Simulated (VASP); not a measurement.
# TlIO3 (Pm-3m) in VASP: density of states with LDA

Aim: the density of states of TlIO3 with LDA.

Program: VASP 6.6.1. These are calculated values, not measurements. Logs are shortened: lines on timing, memory, paths and dates and some standing lists are left out, and cuts for length are marked.

### Step 1. The structure

It takes space group Pm-3m (No. 221, cubic). Conventional cell: a = 4.163 Å, b = 4.163 Å, c = 4.163 Å, α = 90.00°, β = 90.00°, γ = 90.00°. Tl (site symmetry m-3m) has 12 O at 2.94 Å as nearest neighbours. Around I (site symmetry m-3m) lie 6 O at 2.08 Å. Around O (site symmetry 4/mmm) lie 2 I at 2.08 Å.

The cell comes from a database or a generator and needn't be the stable form of this composition.

### Step 2. Density of states, LDA

File POSCAR:

```
TlIO3
1.0
    4.1631185686      0.0000000000      0.0000000000
    0.0000000000      4.1631185686      0.0000000000
    0.0000000000      0.0000000000      4.1631185686
Tl I O
1 1 3
Direct
    0.0000000000      0.0000000000      0.0000000000
    0.5000000000      0.5000000000      0.5000000000
    0.5000000000      0.0000000000      0.5000000000
    0.5000000000      0.5000000000      0.0000000000
    0.0000000000      0.5000000000      0.5000000000
```

File INCAR.step1:

```
SYSTEM = TlIO3
PREC = Accurate
ENCUT = 520
EDIFF = 1E-6
ISMEAR = -1
SIGMA = 0.05
LREAL = .FALSE.
LASPH = .TRUE.
NELM = 100
ALGO = Normal
ISIF = 2
LWAVE = .FALSE.
LCHARG = .TRUE.
GGA = CA
NBANDS = 27
```

File KPOINTS.step1:

```
regular mesh
0
G
  5 5 5
  0 0 0
```

File INCAR.step2:

```
SYSTEM = TlIO3
PREC = Accurate
ENCUT = 520
EDIFF = 1E-6
ISMEAR = -5
SIGMA = 0.05
LREAL = .FALSE.
LASPH = .TRUE.
NELM = 100
ALGO = Normal
ISIF = 2
LWAVE = .FALSE.
LCHARG = .FALSE.
GGA = CA
LORBIT = 11
NBANDS = 27
NEDOS = 2001
ICHARG = 11
```

File KPOINTS.step2:

```
regular mesh
0
G
  8 8 8
  0 0 0
```

Potentials or basis: VASP PAW LDA potentials, release 64 (Tl_d, I, O).

On the command line:

```
cat potpaw_LDA.64/Tl_d/POTCAR potpaw_LDA.64/I/POTCAR potpaw_LDA.64/O/POTCAR > POTCAR
cp INCAR.step1 INCAR
cp KPOINTS.step1 KPOINTS
mpirun -np 1 vasp_std > vasp.out
cp INCAR.step2 INCAR
cp KPOINTS.step2 KPOINTS
mpirun -np 1 vasp_std > vasp.out
```

OUTCAR:

```text
SYSTEM = TlIO3
   PREC = Accurate
   ENCUT = 520
   EDIFF = 1E-6
   ISMEAR = -5
   LREAL = .FALSE.
   LASPH = .TRUE.
   NELM = 100
   ISIF = 2
   GGA = CA
   LORBIT = 11
   ICHARG = 11

 ion  position               nearest neighbor table
   1  0.000  0.000  0.000-   3 2.94   4 2.94   5 2.94   3 2.94   5 2.94   4 2.94   5 2.94   5 2.94
                             3 2.94   4 2.94   3 2.94   4 2.94   2 3.61   2 3.61   2 3.61   2 3.61
   2  0.500  0.500  0.500-   3 2.08   4 2.08   5 2.08   4 2.08   3 2.08   5 2.08   1 3.61   1 3.61
                             1 3.61   1 3.61   1 3.61   1 3.61   1 3.61   1 3.61
   3  0.500  0.000  0.500-   2 2.08   2 2.08   1 2.94   1 2.94   1 2.94   1 2.94
   4  0.500  0.500  0.000-   2 2.08   2 2.08   1 2.94   1 2.94   1 2.94   1 2.94
   5  0.000  0.500  0.500-   2 2.08   2 2.08   1 2.94   1 2.94   1 2.94   1 2.94

  LATTYP: Found a simple cubic cell.
 ALAT       =     4.1631185686

  Lattice vectors:

 A1 = (   4.1631185686,   0.0000000000,   0.0000000000)
 A2 = (   0.0000000000,   4.1631185686,   0.0000000000)
 A3 = (   0.0000000000,   0.0000000000,   4.1631185686)

Analysis of symmetry for initial positions (statically):
=====================================================================
 Subroutine PRICEL returns:
 Original cell was already a primitive cell.

 Routine SETGRP: Setting up the symmetry group for a
 simple cubic supercell.

 Subroutine GETGRP returns: Found 48 space group operations
 (whereof 48 operations were pure point group operations)
 out of a pool of 48 trial point group operations.

The static configuration has the point symmetry O_h .

Analysis of symmetry for dynamics (positions and initial velocities):
=====================================================================
 Subroutine PRICEL returns:
 Original cell was already a primitive cell.

 Routine SETGRP: Setting up the symmetry group for a
 simple cubic supercell.

 Subroutine GETGRP returns: Found 48 space group operations
 (whereof 48 operations were pure point group operations)
 out of a pool of 48 trial point group operations.

The dynamic configuration has the point symmetry O_h .

 Subroutine INISYM returns: Found 48 space group operations
 (whereof 48 operations are pure point group operations),
 and found     1 'primitive' translations

----------------------------------------------------------------------------------------

                                     Primitive cell

  volume of cell :      72.1533

  direct lattice vectors                    reciprocal lattice vectors
     4.163118569  0.000000000  0.000000000     0.240204545  0.000000000  0.000000000
     0.000000000  4.163118569  0.000000000     0.000000000  0.240204545  0.000000000
     0.000000000  0.000000000  4.163118569     0.000000000  0.000000000  0.240204545

  length of vectors
     4.163118569  4.163118569  4.163118569     0.240204545  0.240204545  0.240204545

  position of ions in fractional coordinates (direct lattice)
     0.000000000  0.000000000  0.000000000
     0.500000000  0.500000000  0.500000000
     0.500000000  0.000000000  0.500000000
     0.500000000  0.500000000  0.000000000
     0.000000000  0.500000000  0.500000000

  ion indices of the primitive-cell ions
   primitive index   ion index
                 1           1
                 2           2
                 3           3
                 4           4
                 5           5

----------------------------------------------------------------------------------------

 KPOINTS: regular mesh

Automatic generation of k-mesh.
 Grid dimensions read from file:
 generate k-points for:    8    8    8

 Generating k-lattice:

  Cartesian coordinates                     Fractional coordinates (reciprocal lattice)
     0.030025568  0.000000000  0.000000000     0.125000000  0.000000000  0.000000000
     0.000000000  0.030025568  0.000000000     0.000000000  0.125000000  0.000000000
     0.000000000  0.000000000  0.030025568     0.000000000  0.000000000  0.125000000

  Length of vectors
     0.030025568  0.030025568  0.030025568

  Shift w.r.t. Gamma in fractional coordinates (k-lattice)
     0.000000000  0.000000000  0.000000000

 TETIRR: Found    250 inequivalent tetrahedra from     3072

 Subroutine IBZKPT returns following result:
 ===========================================

 Found     35 irreducible k-points:

 Following reciprocal coordinates:
            Coordinates               Weight
  0.000000  0.000000  0.000000      1.000000
  0.125000  0.000000  0.000000      6.000000
  0.250000  0.000000  0.000000      6.000000
  0.375000  0.000000  0.000000      6.000000
  0.500000  0.000000  0.000000      3.000000
  0.125000  0.125000  0.000000     12.000000
[... 16 lines left out ...]
  0.375000  0.375000  0.125000     24.000000
  0.500000  0.375000  0.125000     24.000000
 [... further k-points ...]
   k-points           NKPTS =     35   k-points in BZ     NKDIM =     35   number of bands    NBANDS=     27
   number of dos      NEDOS =   2001   number of ions     NIONS =      5
   total plane-waves  NPLWV =  32768
   dimension x,y,z NGX =    32 NGY =   32 NGZ =   32
   dimension x,y,z NGXF=    64 NGYF=   64 NGZF=   64
   ions per type =               1   1   3
   NGX,Y,Z   is equivalent  to a cutoff of  12.78, 12.78, 12.78 a.u.
   NGXF,Y,Z  is equivalent  to a cutoff of  25.56, 25.56, 25.56 a.u.
 SYSTEM =  TlIO3
   PREC   = accura    normal or accurate (medium, high low for compatibility)
   ISTART =      0    job   : 0-new  1-cont  2-samecut
   ICHARG =     11    charge: 1-file 2-atom 10-const
   ISPIN  =      1    spin polarized calculation?
   LNONCOLLINEAR =      F non collinear calculations
   LSORBIT =      F    spin-orbit coupling
   LASPH  =      T    aspherical Exc in radial PAW
   ENCUT  =  520.0 eV  38.22 Ry    6.18 a.u.   7.74  7.74  7.74*2*pi/ulx,y,z
   NELM   =    100;   NELMIN=  2; NELMDL=  0     # of ELM steps
   EDIFF  = 0.1E-05   stopping-criterion for ELM
   LREAL  =      F    real-space projection
   EDIFFG = 0.1E-04   stopping-criterion for IOM
   NSW    =      0    number of steps for IOM
   IBRION =     -1    ionic relax: 0-MD 1-quasi-New 2-CG
   NFREE  =      0    steps in history (QN), initial steepest desc. (CG)
   ISIF   =      2    stress and relaxation
   ISYM   =      2    0-nonsym 1-usesym 2-fastsym
   POTIM  = 0.5000    time-step for ionic-motion
   TEBEG  =    0.0;   TEEND  =   0.0 temperature during run
   PSTRESS=    0.0 pullay stress
   NELECT =      38.0000    total number of electrons
   NUPDOWN=      -1.0000    fix difference up-down
   EMIN   =  10.00;   EMAX   =-10.00  energy-range for DOS
   EFERMI =   0.00;   METHOD = LEGACY
   ISMEAR =    -5;   SIGMA  =   0.05  broadening in eV -4-tet -1-fermi 0-gaus
   EFERMI_NEDOS =   21; number of points for ismear=-14 and -15
   IALGO  =     38    algorithm
   IMIX   =      4    mixing-type and parameters
     AMIX     =   0.40;   BMIX     =  1.00
     AMIX_MAG =   1.60;   BMIX_MAG =  1.00
  volume/ion in A,a.u.               =      14.43        97.38
  Fermi-wavevector in a.u.,A,eV,Ry     =   1.322058  2.498328 23.780779  1.747838
  Thomas-Fermi vector in A             =   2.451767
   LORBIT       =     11    0 simple, 1 ext, 2 COOP (PROOUT), +10 PAW based schemes
   GGA     = CA    functional components
   LHFCALC =     F    Hartree Fock is set to
   AEXX    =    0.0000 exact exchange contribution
   IVDW    =     0    specifies the selected vdW correction
   LEPSILON=     F    determine dielectric tensor
   LRPA    =     F    only Hartree local field effects (RPA)
 non-spin polarized calculation
 Fermi weights with tetrahedron method with Bloechl corrections
  energy-cutoff  :      520.00
  volume of cell :       72.15
 maximum number of plane-waves:      1964
 NGX is ok and might be reduce to    32

 number of electron      38.0000001 magnetization

 Free energy of the ion-electron system (eV)
  ---------------------------------------------------
  ext. energy  EPLUGINS =         0.00000000
  ---------------------------------------------------
  free energy    TOTEN  =       -24.10902303 eV

  energy without entropy =      -24.10902303  energy(sigma->0) =      -24.10902303

 E-fermi :   6.3010     XC(G=0): -11.3594

 val. band max:        6.4893207799   @ k =   0.5000   0.5000   0.0000
 cond. band min:       6.0217521373   @ k =   0.5000   0.5000   0.5000
 fundamental gap:     -0.4675686427
 Fermi energy:         6.3010388489

 k-point     1 :       0.0000    0.0000    0.0000
  band No.  band energies     occupation
      1     -14.4947      2.00000
      2     -10.9185      2.00000
      3     -10.9185      2.00000
      4      -3.2934      2.00000
      5      -3.1382      2.00000
      6      -3.1382      2.00000
[... 19 lines left out ...]
     26      15.0320      0.00000
     27      15.0320      0.00000

 k-point     2 :       0.1250    0.0000    0.0000
  band No.  band energies     occupation
      1     -14.4218      2.00000
      2     -11.0398      2.00000
      3     -10.9145      2.00000
      4      -4.2041      2.00000
      5      -3.1747      2.00000
      6      -3.1747      2.00000
[... 19 lines left out ...]
     26      15.0495      0.00000
     27      15.9595      0.00000

 k-point     3 :       0.2500    0.0000    0.0000
  band No.  band energies     occupation
      1     -14.2211      2.00000
      2     -11.3634      2.00000
      3     -10.9047      2.00000
      4      -4.9919      2.00000
      5      -3.2941      2.00000
      6      -3.2941      2.00000
[... 594 lines left out ...]
      1     -13.2705      2.00000
      2     -11.7608      2.00000
      3     -11.5835      2.00000
      4      -7.5620      2.00000
      5      -3.2063      2.00000
      6      -3.1749      2.00000
[... 19 lines left out ...]
     26      17.1013      0.00000
     27      17.4419      0.00000

 k-point    24 :       0.5000    0.3750    0.1250
  band No.  band energies     occupation
      1     -13.0875      2.00000
      2     -11.8884      2.00000
      3     -11.6507      2.00000
      4      -7.7288      2.00000
      5      -3.1977      2.00000
      6      -3.1816      2.00000
[... 19 lines left out ...]
     26      17.1734      0.00000
     27      17.5730      0.00000

 [... further k-points ...]

------------------------ aborting loop because EDIFF is reached ----------------------------------------

  FORCE on cell =-STRESS in cart. coord.  units (eV):
  Direction    XX          YY          ZZ          XY          YZ          ZX
  --------------------------------------------------------------------------------------
  -------------------------------------------------------------------------------------
  Total       -0.2452997     -0.2452997     -0.2452997      0.0000000      0.0000000     -0.0000000
  in kB       -5.4469231     -5.4469231     -5.4469231      0.0000000      0.0000000     -0.0000000
  external PRESSURE =      -5.4469231 kB  Pullay stress =       0.0000000 kB

 VOLUME and BASIS-vectors are now :
 -----------------------------------------------------------------------------
  energy-cutoff  :      520.00
  volume of cell :       72.15
      direct lattice vectors                 reciprocal lattice vectors
     4.163118569  0.000000000  0.000000000     0.240204545  0.000000000  0.000000000
     0.000000000  4.163118569  0.000000000     0.000000000  0.240204545  0.000000000
     0.000000000  0.000000000  4.163118569     0.000000000  0.000000000  0.240204545

 POSITION                                       TOTAL-FORCE (eV/Angst)
 -----------------------------------------------------------------------------------
      0.00000      0.00000      0.00000         0.000000      0.000000      0.000000
      2.08156      2.08156      2.08156         0.000000      0.000000      0.000000
      2.08156      0.00000      2.08156         0.000000      0.000000      0.000000
      2.08156      2.08156      0.00000         0.000000      0.000000      0.000000
      0.00000      2.08156      2.08156         0.000000      0.000000      0.000000
 -----------------------------------------------------------------------------------
    total drift:                                0.000000     -0.000000     -0.000000

  FREE ENERGIE OF THE ION-ELECTRON SYSTEM (eV)
  ---------------------------------------------------
  free  energy   TOTEN  =       -24.1090230290 eV

  energy  without entropy=      -24.1090230290  energy(sigma->0) =      -24.10902303

 total charge

# of ion       s       p       d       tot
------------------------------------------
    1        1.340   0.150   9.674  11.164
    2        1.668   1.883   0.360   3.912
    3        1.583   3.360   0.000   4.944
    4        1.583   3.360   0.000   4.944
    5        1.583   3.360   0.000   4.944
--------------------------------------------------
tot          7.758  12.114  10.035  29.907
```

Wall time 51 s (1 thread of Intel Xeon Platinum 8488C (Sapphire Rapids), shared host); peak memory 0.19 GiB.

What came out:

- Valence electrons inside the program's atomic spheres: Tl 11.16; I 3.91; O 4.94

States per cell in windows of 1 eV (zero at the Fermi level; states under -8 eV left out):
| from (eV) | total | O3_p | O4_p | O5_p | I2_p | Tl1_p | Tl1_s |
| --- | --- | --- | --- | --- | --- | --- | --- |
| -8.0 | 1.03 | 0.13 | 0.13 | 0.13 | 0.28 | 0.00 | 0.00 |
| -7.0 | 1.29 | 0.14 | 0.14 | 0.14 | 0.23 | 0.00 | 0.09 |
| -6.0 | 1.83 | 0.20 | 0.20 | 0.20 | 0.13 | 0.01 | 0.28 |
| -5.0 | 1.32 | 0.19 | 0.19 | 0.19 | 0.06 | 0.03 | 0.10 |
| -4.0 | 2.75 | 0.47 | 0.47 | 0.47 | 0.10 | 0.06 | 0.06 |
| -3.0 | 5.57 | 1.12 | 1.12 | 1.12 | 0.14 | 0.03 | 0.13 |
| -2.0 | 2.81 | 0.57 | 0.57 | 0.57 | 0.07 | 0.01 | 0.18 |
| -1.0 | 1.76 | 0.24 | 0.24 | 0.24 | 0.11 | 0.01 | 0.45 |
| 0.0 | 0.23 | 0.01 | 0.01 | 0.01 | 0.11 | 0.00 | 0.00 |
| 1.0 | 0.85 | 0.07 | 0.07 | 0.07 | 0.38 | 0.00 | 0.00 |
| 2.0 | 1.04 | 0.11 | 0.11 | 0.11 | 0.40 | 0.01 | 0.00 |
| 3.0 | 1.40 | 0.14 | 0.14 | 0.14 | 0.34 | 0.11 | 0.00 |
| 4.0 | 1.59 | 0.14 | 0.14 | 0.14 | 0.31 | 0.21 | 0.01 |
| 5.0 | 3.84 | 0.34 | 0.34 | 0.34 | 0.61 | 0.73 | 0.01 |
| 6.0 | 2.89 | 0.17 | 0.17 | 0.17 | 0.08 | 0.99 | 0.00 |
| 7.0 | 0.13 | 0.01 | 0.01 | 0.01 | 0.01 | 0.05 | 0.00 |

Caveat: tetrahedron occupations give inexact forces and stress in metals. Spin-orbit coupling is left out, which matters for the levels of I, Tl.
